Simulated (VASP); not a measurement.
Here is the system:

```xyz
1
Lattice="-1.4881 1.4881 1.4881 1.4881 -1.4881 1.4881 1.4881 1.4881 -1.4881" Properties=species:S:1:pos:R:3 pbc="T T T"
V      0.0000     0.0000     0.0000
```

Computed with r2SCAN+rVV10, VASP's PBE PAW potentials (set 64) (plane waves; VASP 6.6.1). Settings: 520 eV cut-off, 15×15×15 Γ-centred mesh, first-order Methfessel-Paxton smearing of 0.10 eV, potentials V_sv.

Problem. Predict the energy per atom (σ→0), band gap (on the k-mesh) with the smallest direct gap where there is one.

Solution. 
```
Quantity                                                    Result
------------------------  ----------------------------------------
band gap (on the k-mesh)  none (metal, semimetal or under 0.01 eV)
energy per atom (σ→0)                              -13.844 eV/atom
```

The absolute energy has meaning only against runs of the same code, potentials and settings.

The compound is V in the bcc structure. It was relaxed first, which changed the volume by -5 %. The start is the result of an earlier pass. The run is not spin-polarised, so no magnetic state was tried.
